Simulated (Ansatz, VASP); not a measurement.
**Ba5Li10Al8Si19O60 in two plane-wave programs**

One calculation is typed for both programs; each brings its own data sets. How far apart do they land? The structure shown is frame 67 of Ansatz's trajectory.

Program: Ansatz 0.2.0. Level of theory: plane waves, with VASP 6.6.1 beside it; single point at RPBE. Results are calculated unless marked as measured.

## (1) Starting point

The cell holds 102 atoms: 19 Si, 8 Al, 5 Ba, 10 Li and 60 O. Its edges and angles: a = 10.930 Å, b = 10.930 Å, c = 10.930 Å, α = 90.0°, β = 90.0°, γ = 90.0°. As first built, before any earlier steps moved the atoms (in the runner's words): 102 atoms (19 Si, 8 Al, 5 Ba, 10 Li, 60 O) placed at random at 2.98 g/cm^3, melted at 4000 K for 10 ps at fixed volume with the Morse and Coulomb pair potential with partial charges (Pedone, Malavasi, Menziani, Cormack and Segre, J. Phys. Chem. B 110, 11780 (2006)). Quenched from 4000 K to 300 K at 10 K/ps and fixed volume, held 10 ps at zero pressure, then minimised at fixed cell.

## (2) Ansatz: dynamics, RPBE

Ansatz runs on its default PAW (the set named soft_2) files.

One frame of this run of dynamics is then solved in both programs, so the motion causes no difference.

Contents of input.yaml:

```yaml
crystal:
  lattice:
    - [10.93005, 0.0, 0.0]
    - [0.0, 10.93005, 0.0]
    - [0.0, 0.0, 10.93005]
  atoms:
    - { symbol: Si, position: [0.86596, 0.18102, 0.42704] }
    - { symbol: Si, position: [0.68332, 0.7616, 0.61943] }
    - { symbol: Si, position: [0.86736, 0.81508, 0.83372] }
    - { symbol: Si, position: [0.13851, 0.04873, 0.04405] }
    - { symbol: Si, position: [0.15943, 0.43631, 0.85398] }
    - { symbol: Si, position: [0.41116, 0.45552, 0.24031] }
    - { symbol: Si, position: [0.49506, 0.05141, 0.74719] }
    - { symbol: Si, position: [0.1964, 0.29011, 0.18538] }
    - { symbol: Si, position: [0.70878, 0.22554, 0.80263] }
    - { symbol: Si, position: [0.64382, 0.57841, 0.42625] }
    - { symbol: Si, position: [0.09917, 0.70276, 0.73163] }
    - { symbol: Si, position: [0.64431, 0.01472, 0.49328] }
    - { symbol: Si, position: [0.40177, 0.75831, 0.39148] }
    - { symbol: Si, position: [0.30885, 0.25767, 0.6779] }
    - { symbol: Si, position: [0.06908, 0.55515, 0.1874] }
    - { symbol: Si, position: [0.68057, 0.48468, 0.91186] }
    - { symbol: Si, position: [0.70833, 0.83791, 0.07189] }
    - { symbol: Si, position: [0.61453, 0.06072, 0.20151] }
    - { symbol: Si, position: [0.96231, 0.08463, 0.82206] }
    - { symbol: Al, position: [0.09692, 0.11705, 0.56677] }
    - { symbol: Al, position: [0.56458, 0.32319, 0.56324] }
    - { symbol: Al, position: [0.77944, 0.5956, 0.1767] }
    - { symbol: Al, position: [0.64396, 0.309, 0.31975] }
    - { symbol: Al, position: [0.02608, 0.98147, 0.31584] }
    - { symbol: Al, position: [0.20881, 0.5571, 0.4351] }
    - { symbol: Al, position: [0.29751, 0.60903, 0.03083] }
    - { symbol: Al, position: [0.29829, 0.86322, 0.86559] }
    - { symbol: Ba, position: [0.8845, 0.27906, 0.09456] }
    - { symbol: Ba, position: [0.34802, 0.08428, 0.368] }
    - { symbol: Ba, position: [0.90767, 0.46103, 0.6116] }
[... 66 atom lines left out ...]
    - { symbol: O, position: [0.9061, 0.9523, 0.80283] }
    - { symbol: O, position: [0.69127, 0.87995, 0.53071] }
    - { symbol: O, position: [0.78791, 0.52694, 0.82897] }
    - { symbol: O, position: [0.99039, 0.73395, 0.82979] }
    - { symbol: O, position: [0.01737, 0.08235, 0.96181] }
    - { symbol: O, position: [0.16299, 0.45924, 0.54172] }
kpoints:
  mp_grid: { grid: [1, 1, 1] }
hamiltonian:
  xc: rpbe
scf:
  occupations: { method: fermi_dirac, width: 0.05 }
output:
  forces: true
md:
  timestep: 1.0
  n_steps: 202
  ensemble: nvt_nose_hoover
  temperature: 600
  initial_velocities: maxwell_boltzmann
  seed: 799
```

Run with:

```
$ ansatz run input.yaml --threads 4 --pin off --max-ram 8192MiB --backend cpu --events-out ev --progress --plain --runs-dir out
```

Numbers of over 12 decimals in the logs are rounded to 6 here.

The program printed:

```text
Warning: md: disabling space-group detection — thermal motion breaks the input geometry's symmetry, so no spatial operation reduces the k-mesh or symmetrises the density; time reversal is kept, so that k and −k are solved as one point where they differ and the mesh holds both, and exact exchange and, on two spinor components, a DFT+U term hold to it where the run has them: on two components no moment then forms, and  [...]
Engine: ansatz 0.2.0, aarch64-unknown-linux-gnu
Pseudopotentials: kind: paw
Pseudopotential: Si, paw, valence charge 4, recommended cutoff 420 eV (normal), Si.paw.azcp
Pseudopotential: Al, paw, valence charge 3, recommended cutoff 420 eV (normal), Al.paw.azcp
Pseudopotential: Ba, paw, valence charge 10, recommended cutoff 420 eV (normal), Ba.paw.azcp
Pseudopotential: Li, paw, valence charge 3, recommended cutoff 420 eV (normal), Li.paw.azcp
Pseudopotential: O, paw, valence charge 6, recommended cutoff 420 eV (normal), O.paw.azcp
Functional definition: RPBE
  parameter kappa = 0.804
  parameter beta = 0.066725
  exchange = rpbe_x(kappa = kappa, mu = beta*pi^2/3)
  correlation = pbe_c(beta = beta)
Crystal: 102 atoms, lattice volume = 1305.769 Å³
Basis set: ecut = 420 eV, 25533 PW (Γ), exchange–correlation on 150×150×150 points (8 copies of the dense FFT grid, shifted against one another)
Bands: 372, of which v1, the nominal top of the filled ones, is band 270 counted from 1 (269 counted from 0)
Symmetry: 1 space group operations
k-points: 1
Non-local potential: Si, projectors of the file, l = 0: 2, l = 1: 2, l = 2: 2
Non-local potential: Al, projectors of the file, l = 0: 2, l = 1: 2, l = 2: 1
Non-local potential: Ba, projectors of the file, l = 0: 3, l = 1: 2, l = 2: 2, l = 3: 2
Non-local potential: Li, projectors of the file, l = 0: 3, l = 1: 2, l = 2: 1
Non-local potential: O, projectors of the file, l = 0: 2, l = 1: 2, l = 2: 1
PAW form: soft (Blöchl's): semilocal exchange-correlation on the pseudo side does not see the compensation charge
PAW frozen core: Si, regenerated for the run's functional, and the local potential with it (the file was generated under x = pbe(κ = 0.804, μ = 0.219515), c = pbe(β = 0.066725))
PAW frozen core: Al, regenerated for the run's functional, and the local potential with it (the file was generated under x = pbe(κ = 0.804, μ = 0.219515), c = pbe(β = 0.066725))
PAW frozen core: Ba, regenerated for the run's functional, and the local potential with it (the file was generated under x = pbe(κ = 0.804, μ = 0.219515), c = pbe(β = 0.066725))
PAW frozen core: O, regenerated for the run's functional, and the local potential with it (the file was generated under x = pbe(κ = 0.804, μ = 0.219515), c = pbe(β = 0.066725))
PAW one-centre angular grid: Si, 110 points (default); XC on 64 Gauss nodes
PAW one-centre angular grid: Al, 110 points (default); XC on 64 Gauss nodes
PAW one-centre angular grid: Ba, 194 points (default); XC on 64 Gauss nodes
PAW one-centre angular grid: Li, 110 points (default); XC on 64 Gauss nodes
PAW one-centre angular grid: O, 110 points (default); XC on 64 Gauss nodes
Initial density: superposition of atomic densities (neutral atoms: chi_scale 0, normalization atom), corrected by the library's trained network
Initial wavefunctions: pseudopotential atomic-orbital guess
Functional: x = rpbe, c = pbe(β = 0.066725)
SCF iter   1: F=—  HF=-82585.957607 eV  |F-HF|=—  |Δ(HF+E_count)|=         —  Δρ=4.43e-3  dr2=2.90e-1  ethr=1.77e-3  ⟨swp⟩=6.0  Hψ=1773  notcnv=0  defer=80
preconditioner: auto → Resta (q_TF=auto, 2.355 Å⁻¹)  ε∞=3.3  [insulator: Δε(μ)=3.939 eV  Ē_g=15.382 eV  σ=0.050 eV  W_gap=1.00  n_scr=256 (ndim 8)  ℏωp=23.2 eV  f_vac=0.080  D(μ)=0.00/eV (n_scr^D=0)  ε∞_Penn≈3.3]
SCF iter   2: F=—  HF=-82585.920885 eV  |F-HF|=—  |Δ(HF+E_count)|=   3.67e-2  Δρ=2.26e-3  dr2=4.07e-2  ethr=5.37e-5  ⟨swp⟩=2.0  Hψ=631  notcnv=0  defer=96
SCF iter   3: F=—  HF=-82585.926081 eV  |F-HF|=—  |Δ(HF+E_count)|=   5.20e-3  Δρ=9.52e-4  dr2=1.35e-2  ethr=7.53e-6  ⟨swp⟩=2.0  Hψ=472  notcnv=0  defer=96
SCF iter   4: F=—  HF=-82585.929399 eV  |F-HF|=—  |Δ(HF+E_count)|=   3.32e-3  Δρ=3.36e-4  dr2=1.40e-3  ethr=2.50e-6  ⟨swp⟩=2.0  Hψ=472  notcnv=0  defer=96
SCF iter   5: F=—  HF=-82585.929743 eV  |F-HF|=—  |Δ(HF+E_count)|=   3.44e-4  Δρ=1.35e-4  dr2=2.26e-4  ethr=2.60e-7  ⟨swp⟩=2.0  Hψ=472  notcnv=0  defer=96
[...]
md step   199: t =   199.00 fs  T =   568.0 K  F+E_penalty+E_count = -82583.45263551 eV  E_kin = 7.415691 eV  conserved = -82578.09107125 eV  (3 SCF iters)
md step   200: t =   200.00 fs  T =   567.8 K  F+E_penalty+E_count = -82583.44123114 eV  E_kin = 7.412811 eV  conserved = -82578.09064113 eV  (8 SCF iters)
[...]
md step   201: t =   201.00 fs  T =   566.0 K  F+E_penalty+E_count = -82583.40831090 eV  E_kin = 7.388857 eV  conserved = -82578.08974670 eV  (4 SCF iters)
[...]
md step   202: t =   202.00 fs  T =   563.5 K  F+E_penalty+E_count = -82583.36720723 eV  E_kin = 7.356890 eV  conserved = -82578.08865185 eV  (9 SCF iters)
SCF converged after 9 iterations
Free energy (F): -82583.367207 eV
Harris-Foulkes:  -82583.367207 eV  (|F-HF|=1.83e-8)
Internal energy: -82583.367207 eV  (E = F + TS)
E sigma→0 (E₀):  -82583.367207 eV
Fermi energy:    6.947977 eV
--- Per-component energies (eV) ---
  E_band       = -2290.596348
  E_kinetic    = 12836.761314
  E_local      = -30558.318896  (includes V_loc(G=0)·N_el)
  E_nonlocal   = 3297.418323
  E_hartree    = 11176.103977
  E_xc         = -6844.968239
  E_vxc        = -7690.931458  (∫ρ·V_xc dr)
  E_paw        = -49556.205693  (= ΣΔE_a)
  E_vpaw       = -2527.884960  (= ΣTr[D̂ρ^β])
  E_aug_tail   = 0.149711  (compensation charges beyond the density's cutoff)
  E_ewald      = -22932.210118
  E_core_change = -2.097585  (= ΣΔE_core)
  E_smearing   = -0.000000  (= −TS)
  E_closure    = 0.000000  (closes the sum)
  Σ components = -82583.367207   (vs F -82583.367207, Δ=0.00e0)
--- Forces (eV/Å), atoms counted from 1 ---
  atom   1  Si     0.90418475     1.27046812     0.70832257
  atom   2  Si    -1.96309911     2.86552885     2.93187673
  atom   3  Si    -1.63252658    -0.28343212    -0.54052454
  atom   4  Si    -0.72087974     1.21112827     0.94971045
  atom   5  Si    -0.85159412    -0.90833779    -1.73263728
  atom   6  Si     2.51065574    -2.81936932    -0.82398337
  atom   7  Si    -1.44064782     0.60564768    -0.62783812
  atom   8  Si     1.66919953    -2.32091268     1.26286796
  atom   9  Si    -2.16327038     3.81223641    -1.06004121
  atom  10  Si     0.96015803     1.72690558    -1.52444241
  atom  11  Si    -0.43817076     0.27379217     1.87027305
  atom  12  Si     1.07951901     0.87854529    -1.23290468
  atom  13  Si     3.19487231     3.76737833    -0.90112669
  atom  14  Si    -1.77211509    -0.28280515     1.90654331
  atom  15  Si    -0.30634633    -0.48896477    -2.51798400
  atom  16  Si    -1.62334433    -0.01183869    -1.43229316
  atom  17  Si     1.86004920    -0.18323894    -0.81145555
  atom  18  Si     0.30792965    -0.28092076    -0.31286905
  atom  19  Si     1.72814947    -1.21784555    -0.87056169
  atom  20  Al     2.41219500    -0.72868814     2.06992044
  atom  21  Al     1.13678854     1.00324820     1.78995842
  atom  22  Al    -0.48205591     1.22696915    -0.78765398
  atom  23  Al     0.95432834     3.03237025     2.71280160
  atom  24  Al     0.66319169     1.59945097     0.90530479
[...]
atom  95  O     -0.44594653     0.51869866     0.36950274
  atom  96  O      0.12351142    -0.17521182     0.78088017
  atom  97  O      0.59444718    -0.36409063     0.47541089
  atom  98  O      0.42224494    -2.94530399     1.13010444
  atom  99  O     -0.69856736    -0.42616902     0.81348389
  atom 100  O     -0.66114595     0.98446567     0.40106772
  atom 101  O      2.09215865    -1.07873807     2.33186083
  atom 102  O     -0.50825350    -1.05366740     0.65535529
  max |Σ_I F_I| component: 4.25e-5 eV/Å
--- MD trajectory: 202 steps, t = 0.0 → 202.0 fs ---
  final state: T = 563.5 K   F+E_penalty+E_count = -82583.36720723 eV   E_kin = 7.356890 eV
  conserved energy: peak-to-peak 8.601e-3 eV (8.433e-5 eV/atom) over 202.0 fs
```

## (3) VASP: single point, RPBE

The same cell, functional, mesh and smearing now go to VASP, with its own data sets.

Lines of VASP's logs that name or quote its potential files are left out, and so is its time.

Contents of INCAR:

```
SYSTEM = Ba5Li10Al8Si19O60
PREC = Accurate
ENCUT = 650
EDIFF = 1E-06
NELM = 120
ISMEAR = -1
SIGMA = 0.05
LREAL = Auto
ALGO = Normal
GGA = RP
NBANDS = 344
LORBIT = 11
LWAVE = .FALSE.
LCHARG = .FALSE.
ISIF = 2
LASPH = .TRUE.
GGA_COMPAT = .FALSE.
EFERMI = MIDGAP
NCORE = 2
```

Contents of POSCAR:

```
Ba5Li10Al8Si19O60
1.0
   10.9300500000      0.0000000000      0.0000000000
    0.0000000000     10.9300500000      0.0000000000
    0.0000000000      0.0000000000     10.9300500000
Si Al Ba Li O
19 8 5 10 60
Direct
    0.8538936235      0.1853239464      0.4113338914
    0.6748642504      0.7684228343      0.6226229523
    0.8636922978      0.8109112035      0.8338296714
    0.1423781227      0.0474837718      0.0437966889
    0.1553423818      0.4371983660      0.8535551073
    0.4064116816      0.4640783894      0.2612064904
    0.4818367711      0.0442998888      0.7353946231
    0.2066962182      0.2979400826      0.1923321485
    0.6960535405      0.2238050146      0.8052845138
    0.6428149917      0.5818912082      0.4315625272
    0.0962301179      0.7021559828      0.7354586667
    0.6433639370      0.0285634558      0.4917818308
    0.4050118709      0.7666753583      0.3895407615
    0.2964579302      0.2491754384      0.6799053984
    0.0693226472      0.5540596795      0.1908865925
    0.6861359280      0.4750755943      0.9126307748
    0.7180662486      0.8312038829      0.0764589366
    0.6150292085      0.0632293539      0.1921125704
    0.9630148078      0.0714269377      0.8242231280
    0.0777947036      0.1187094295      0.5590184857
    0.5623487541      0.3263846003      0.5693295090
    0.7834639366      0.5982131829      0.1900723235
    0.6299513726      0.2969336828      0.2995686205
    0.0137876771      0.9771135539      0.3196874671
    0.2000631287      0.5646268773      0.4370428315
    0.2877022520      0.6052030869      0.0289751648
    0.3025512235      0.8618624800      0.8703436855
    0.9069308924      0.2916729567      0.0766144711
    0.3421942260      0.0885174359      0.3599526077
    0.9242958632      0.4496319779      0.6077465336
[... 66 atom lines left out ...]
    0.9270405899      0.9357505226      0.7903532006
    0.6938943555      0.8918440446      0.5347916981
    0.7885416810      0.5235840641      0.8120639887
    0.9745152126      0.7141687366      0.8359614091
    0.0129459609      0.0744827334      0.9666927416
    0.1346654407      0.4719100096      0.5430167291
```

Contents of KPOINTS:

```
Automatic mesh
0
Gamma
1 1 1
0 0 0
```

Potentials, in the order of the species: Si, Al, Ba_sv, Li_sv and O (PBE family, release 64).

Run with:

```
$ mpirun -np 8 vasp_gam
```

The program printed:

```text
[banner, memory and clock lines left out]
running    8 mpi-ranks, on    1 nodes
[...]
|                                                                             |
|               ----> ADVICE to this user running VASP <----                  |
|                                                                             |
|     You enforced a specific xc type in the INCAR file but a different       |
|     [... a line on the potential file left out ...]
|     I HOPE YOU KNOW WHAT YOU ARE DOING!                                     |
|                                                                             |

 LDA part: xc-table for (Slater+PW92), standard interpolation
 POSCAR, INCAR and KPOINTS ok, starting setup
[...]
entering main loop
       N       E                     dE             d eps       ncg     rms          rms(c)
DAV:   1     0.619013214711E+04    0.61901E+04   -0.35036E+05   688   0.190E+03
DAV:   2    -0.185752767841E+03   -0.63759E+04   -0.61129E+04   856   0.437E+02
DAV:   3    -0.768711272071E+03   -0.58296E+03   -0.57857E+03   824   0.141E+02
DAV:   4    -0.797281189910E+03   -0.28570E+02   -0.28451E+02  1016   0.268E+01
[...]
DAV:  19    -0.698112946478E+03   -0.54100E-05   -0.11440E-05   760   0.930E-03    0.589E-03
DAV:  20    -0.698112948065E+03   -0.15872E-05   -0.55820E-06   752   0.535E-03    0.319E-03
DAV:  21    -0.698112948244E+03   -0.17885E-06   -0.85555E-07   504   0.216E-03
   1 F= -.69811295E+03 E0= -.69811295E+03  d E =-.369362E-13
```

OUTCAR, selected parts (step 3):

```text
  Total       36.0009497     47.7866457     37.7411996      0.7489002      3.7032777      2.7288048
  in kB       44.1731219     58.6341567     46.3084065      0.9188996      4.5439172      3.3482402
  external PRESSURE =      49.7052283 kB  Pullay stress =       0.0000000 kB

 POSITION                                       TOTAL-FORCE (eV/Angst)
 -----------------------------------------------------------------------------------
      9.33310      2.02560      4.49590         0.475526     -0.523966     -0.241686
      7.37630      8.39890      6.80530        -0.499041      0.642094     -1.085626
      9.44020      8.86330      9.11380        -0.512719     -0.760163      0.008465
      1.55620      0.51900      0.47870        -0.943354      1.613347      2.199492
      1.69790      4.77860      9.32940         0.722858      0.957277      0.043411
      4.44210      5.07240      2.85500        -1.556644     -1.679842     -1.162259
      5.26650      0.48420      8.03790         1.708821      4.041363      0.490183
      2.25920      3.25650      2.10220        -0.121950     -1.164402     -1.811136
      7.60790      2.44620      8.80180         0.639420     -1.502822      1.213424
      7.02600      6.36010      4.71700        -1.037003      2.359640      1.943374
[...]
1.68880      2.48670      3.30740        -0.449223     -1.143740      1.953509
      7.24180      3.09030      7.40610         1.810462     -0.029967      0.564832
      0.38000      7.70230      6.63250        -0.828650      0.149379     -2.200540
[...]
-----------------------------------------------------------------------------------
    total drift:                               -0.033397      0.012727      0.007535

  FREE ENERGIE OF THE ION-ELECTRON SYSTEM (eV)
  ---------------------------------------------------
  free  energy   TOTEN  =      -698.1129482436 eV

  energy  without entropy=     -698.1129482436  energy(sigma->0) =     -698.11294824

[... 3 further parts left out ...]
[key lines of the parts left out:]
E-fermi :   4.8675
```

The run ends at a pressure of 4.97 GPa, with forces up to 4.4 eV/Å.

## (4) Side by side

Known differences besides the potentials themselves: the cutoff is 420 eV in Ansatz and 650 eV in VASP (PREC = Accurate, projectors in real space); Ansatz makes its cores anew for this functional, VASP keeps those of its PBE data sets. Total energies have different zeros and are not compared.

Forces on 10 of the 102 atoms, those with the largest forces and the largest differences (eV/Å; atoms numbered as in POSCAR):

```
atom         Ansatz x, y, z           VASP x, y, z
 Si7    1.688, 4.037, 0.490    1.709, 4.041, 0.490
Si10   -1.039, 2.329, 1.929   -1.037, 2.360, 1.943
Si16  -2.556, 2.334, -1.337  -2.585, 2.323, -1.292
Si17  -2.646, 3.005, -0.641  -2.584, 3.031, -0.658
Ba30   -0.251, 0.230, 0.082   -0.552, 0.225, 0.151
 O54  -0.793, -2.707, 0.656  -0.836, -2.732, 0.674
 O77    2.573, 0.094, 0.571    2.679, 0.070, 0.701
 O85   2.461, -0.543, 1.535   2.495, -0.631, 1.515
 O94  3.058, -1.716, -1.720  3.056, -1.688, -1.730
O102   0.321, -1.185, 0.472   0.626, -1.151, 0.381
```

The forces differ by 42 meV/Å r.m.s., which is 4.0 % of the r.m.s. force of 1.051 eV/Å (both taken over all components).

## (5) Outcome

* r.m.s. force difference (single point, RPBE): 4.0 % of the r.m.s. force

**Reading.** The r.m.s. force difference is 4.0 % of the r.m.s. force (single point, RPBE), beyond the 3 % picked in this series as the mark of a large difference. What causes the difference of the single point, RPBE pair stays open here. 2 further runs of this series are not shown here. How closely two codes agree says nothing of how well the functional describes the real material.

[Lines on the potential files, build, host, timing and source positions are cut from VASP's logs without a mark.]

[Logs are printed without paths, hosts, clocks, repeated set-up lines and the standing remarks that a program may print on its own settings, such as how far it seeks lower states.]

[Hosts, paths, dates, database ids (printed as entryN), source tags and the programs' standing remarks are cut or masked in the printed files.]
